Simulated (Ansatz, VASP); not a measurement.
# Cross-check of Pt3Pb between VASP and Ansatz, part 3 of 3

One calculation is typed for both programs; each brings its own data sets. How far apart do they land? Of the first pair: The structure shown is the end of the VASP relaxation below. Valence electrons are named where the data sets of a main pair hold unlike numbers.

VASP 6.6.1 and Ansatz 0.2.0.

So far. Step 4 (Differences): The forces differ by 19 meV/Å r.m.s., which is 9.9 % of the r.m.s. force of 0.189 eV/Å (both taken over all components, held atoms included). With vacuum in the cell, a pressure given here is an average over mostly empty space and none of the material.

## Step 7: VASP: band structure, r2SCAN with rVV10

Level of this step: r2SCAN with rVV10; plane waves and PAW (Pt, Pb) (VASP).

The same cell, functional, mesh and smearing now go to VASP, with its own data sets.

INCAR reads:

```
SYSTEM = Pt3Pb
PREC = Normal
ENCUT = 300
EDIFF = 1E-06
NELM = 120
ISMEAR = 0
SIGMA = 0.1
LREAL = .FALSE.
ALGO = Normal
METAGGA = R2SCAN
LUSE_VDW = .TRUE.
IVDW_NL = 2
BPARAM = 11.95
CPARAM = 0.0093
LASPH = .TRUE.
NBANDS = 79
LORBIT = 11
LWAVE = .TRUE.
LCHARG = .TRUE.
IDIPOL = 3
LDIPOL = .TRUE.
DIPOL = 0.5 0.5 0.502
LVHAR = .TRUE.
LVACPOTAV = .TRUE.
LELF = .TRUE.
NEDOS = 1500
```

POSCAR reads:

```
Pt3Pb
1.0
    4.0580000000      0.0000000000      0.0000000000
    0.0000000000      4.0580000000      0.0000000000
    0.0000000000      0.0000000000     25.1450000000
Pt Pb
9 3
Direct
    0.0000000000      0.5000000000      0.2982700300
    0.5000000000      0.0000000000      0.2982700300
    0.5000000000      0.5000000000      0.3789620200
    0.0000000000      0.5000000000      0.4596540100
    0.5000000000      0.0000000000      0.4596540100
    0.5000000000      0.5000000000      0.5406246797
    0.0000000000      0.5000000000      0.6233645516
    0.5000000000      0.0000000000      0.6233645516
    0.5000000000      0.5000000000      0.6970228859
    0.0000000000      0.0000000000      0.3789620200
    0.0000000000      0.0000000000      0.5430129828
    0.0000000000      0.0000000000      0.7180680433
```

KPOINTS reads:

```
Automatic mesh
0
Gamma
5 5 1
0 0 0
```

KPOINTS_OPT reads:

```
Line mode
14
Line-mode
Reciprocal
  0.50000000   0.50000000   0.00000000 M
  0.00000000   0.00000000   0.00000000 GAMMA

  0.00000000   0.00000000   0.00000000 GAMMA
  0.00000000   0.50000000   0.00000000 X

  0.00000000   0.50000000   0.00000000 X
  0.50000000   0.50000000   0.00000000 M
```

PAW data sets: Pt and Pb (PBE family, release 64).

On the command line:

```
$ mpirun -np 2 vasp_std
```

Numbers of over 12 decimals in the logs are rounded to 6 here.

What it wrote:

```text
[banner, memory and clock lines left out]
running    2 mpi-ranks, on    1 nodes
[...]
[... a notice as in an earlier step ...]

 [... a notice as in an earlier step ...]

 LDA part: xc-table for (None), standard interpolation
|                                                                             |
|           W    W    AA    RRRRR   N    N  II  N    N   GGGG   !!!           |
|           W    W   A  A   R    R  NN   N  II  NN   N  G    G  !!!           |
|           W    W  A    A  R    R  N N  N  II  N N  N  G       !!!           |
|           W WW W  AAAAAA  RRRRR   N  N N  II  N  N N  G  GGG   !            |
|           WW  WW  A    A  R   R   N   NN  II  N   NN  G    G                |
|           W    W  A    A  R    R  N    N  II  N    N   GGGG   !!!           |
|                                                                             |
|     The number of bands has been changed from the values supplied in        |
|     The orbitals not found in the WAVECAR file will be initialized with     |
[...]
1 F= -.62848186E+03 E0= -.62845904E+03  d E =-.456240E-01
 Start KPOINTS_OPT (optional k-point list driver)
k-point batch [1-6\42]
       N       E                     dE             ncg
DAV:   1     0.247605014531E+04   -0.12043E+05      960
DAV:   2    -0.582495040920E+03   -0.30585E+04     1168
DAV:   3    -0.761562863177E+03   -0.17907E+03     1104
DAV:   4    -0.765045335134E+03   -0.34825E+01     1104
DAV:   5    -0.765121392549E+03   -0.76057E-01     1072
DAV:   6    -0.765124698252E+03   -0.33057E-02     1160
DAV:   7    -0.765124794917E+03   -0.96665E-04     1064
DAV:   8    -0.765124799455E+03   -0.45381E-05     1024
DAV:   9    -0.765124799609E+03   -0.15441E-06      656
[...]
k-point batch [37-42\42]
       N       E                     dE             ncg
DAV:   1     0.240634173203E+04   -0.12762E+05      976
DAV:   2    -0.576768141210E+03   -0.29831E+04     1168
DAV:   3    -0.753526125895E+03   -0.17676E+03     1096
DAV:   4    -0.756903501074E+03   -0.33774E+01     1120
DAV:   5    -0.756971820258E+03   -0.68319E-01     1128
DAV:   6    -0.756974433762E+03   -0.26135E-02     1168
DAV:   7    -0.756974506741E+03   -0.72979E-04     1144
DAV:   8    -0.756974509753E+03   -0.30116E-05      952
DAV:   9    -0.756974509890E+03   -0.13708E-06      656
 writing wavefunctions
```

Parts of OUTCAR (step 7):

```text
  Total       -7.1288587     -7.1288587     -2.1788746      0.0000000      0.0000000      0.0000000
  in kB      -27.5838489    -27.5838489     -8.4307670      0.0000000      0.0000000      0.0000000
  external PRESSURE =     -21.1994883 kB  Pullay stress =       0.0000000 kB

 POSITION                                       TOTAL-FORCE (eV/Angst)
 -----------------------------------------------------------------------------------
      0.00000      2.02900      7.50000         0.000000      0.000000      0.472182
      2.02900      0.00000      7.50000         0.000000      0.000000      0.472182
      2.02900      2.02900      9.52900         0.000000      0.000000     -0.218865
      0.00000      2.02900     11.55800         0.000000      0.000000      0.075131
      2.02900      0.00000     11.55800         0.000000      0.000000      0.075131
      2.02900      2.02900     13.59401        -0.000000     -0.000000     -0.023557
      0.00000      2.02900     15.67450         0.000000     -0.000000      0.003236
      2.02900      0.00000     15.67450         0.000000      0.000000      0.003236
      2.02900      2.02900     17.52664         0.000000     -0.000000      0.008175
      0.00000      0.00000      9.52900         0.000000      0.000000     -0.879584
      0.00000      0.00000     13.65406         0.000000      0.000000      0.000202
      0.00000      0.00000     18.05582         0.000000      0.000000      0.012531
 -----------------------------------------------------------------------------------
    total drift:                                0.000000      0.000000      0.010334

  FREE ENERGIE OF THE ION-ELECTRON SYSTEM (eV)
  ---------------------------------------------------
  free  energy   TOTEN  =      -628.4818555472 eV

  energy  without entropy=     -628.4362315012  energy(sigma->0) =     -628.45904352

[... 1 part as in an earlier step ...]

[... 2 further parts left out ...]
[key lines of the parts left out:]
E-fermi :   2.2357
```

## Step 8: Side by side

What differs besides the data sets and the points named for the pairs above, as far as they apply: the data sets hold 204 valence electrons in Ansatz (on its default PAW (the set named soft_2) files) and 102 in VASP. Total energies have different zeros and are not compared.

The two programs side by side:

| quantity | Ansatz | VASP | difference |
| --- | --- | --- | --- |
| work function, lower of the two faces (eV) | 4.23 | 4.22 | +0.01 |
| work function, higher of the two faces (eV) | 5.66 | 5.65 | +0.01 |

Forces on 7 of the 12 atoms, those with the largest forces and the largest differences (eV/Å; atoms numbered as in POSCAR):

| atom | Ansatz x, y, z | VASP x, y, z |
| --- | --- | --- |
| Pt1 | 0.000, 0.000, 0.501 | 0.000, 0.000, 0.472 |
| Pt2 | 0.000, 0.000, 0.501 | 0.000, 0.000, 0.472 |
| Pt3 | 0.000, 0.000, -0.204 | 0.000, 0.000, -0.219 |
| Pt4 | 0.000, 0.000, 0.078 | 0.000, 0.000, 0.075 |
| Pt5 | 0.000, 0.000, 0.078 | 0.000, 0.000, 0.075 |
| Pt9 | 0.000, 0.000, -0.086 | 0.000, 0.000, 0.008 |
| Pb10 | 0.000, 0.000, -0.854 | 0.000, 0.000, -0.880 |

The forces differ by 19 meV/Å r.m.s., which is 9.9 % of the r.m.s. force of 0.189 eV/Å (both taken over all components). Levels from 3 eV below to 2 eV above the Fermi level differ by 7 meV r.m.s. and 46 meV at most; each VASP level is matched to the nearest of Ansatz, which flatters the figure a little. VASP's log warns that it found no field-free region in the vacuum, so its work functions are uncertain. With vacuum in the cell, a pressure given here is an average over mostly empty space and none of the material.

## Step 9: Other set-ups

Further runs change the set-up of one program: Ansatz's method, potentials or start, or VASP's data sets, cutoff or form of LDA. The table gives Ansatz less VASP for each quantity, since a change that brings one quantity closer may part another.

| run | r.m.s. force difference (meV/Å) | work function, lower of the two faces (eV) | work function, higher of the two faces (eV) |
| --- | --- | --- | --- |
| as above | 19 | 0.0065 | 0.0063 |
| cores kept as stored | 19 | 0.0071 | 0.0076 |
| Ansatz's larger PAW set (cutoff 900 eV) | 17 | 0.0053 | 0.0082 |

## Step 10: Outcome

```json
{"r.m.s. force difference (single point, r2SCAN with rVV10)": "19 meV/Å", "r.m.s. force difference (band structure, r2SCAN with rVV10)": "19 meV/Å"}
```

**Reading.** The r.m.s. force difference is 19 meV/Å (single point, r2SCAN with rVV10), beyond the 12 meV/Å picked in this series as the mark of a large difference. The data sets hold unlike numbers of valence electrons (204 in Ansatz and 102 in VASP), so part of the differences comes from the potentials. For single point, r2SCAN with rVV10, no further run moves any of the tabulated differences by more than a quarter of its size. Band structure, r2SCAN with rVV10, Ansatz's larger PAW set (cutoff 900 eV): the difference in work function, higher of the two faces goes from 0.0063 to 0.0082 eV. 2 further runs of this series are not shown here. How closely two codes agree says nothing of how well the functional describes the real material.

[Lines on the potential files, build, host, timing and source positions are cut from VASP's logs without a mark.]

[Logs are printed without paths, hosts, clocks, repeated set-up lines and the standing remarks that a program may print on its own settings, such as how far it seeks lower states.]

[Hosts, paths, dates, database ids (printed as entryN), source tags and the programs' standing remarks are cut or masked in the printed files.]
